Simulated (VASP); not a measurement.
Data:

```xyz
2
Lattice="0.0000 2.4929 2.4929 2.4929 0.0000 2.4929 2.4929 2.4929 0.0000" Properties=species:S:1:pos:R:3 pbc="T T T"
Al     0.0000     0.0000     0.0000
P      1.2464     1.2464     1.2464
```

Level of theory: PBE GGA, VASP's PBE PAW potentials (set 64) (plane waves; VASP 6.6.1). Settings: 500 eV cut-off, 9×9×9 Γ-centred mesh, Gaussian smearing of 0.050 eV, potentials Al P.

Predict the energy per atom (σ→0), pressure.

The energy per atom (σ→0) is -4.601 eV/atom. The pressure is 44.88 GPa.

The compound is AlP in the zinc blende structure. It was relaxed first under an external pressure of 45 GPa.
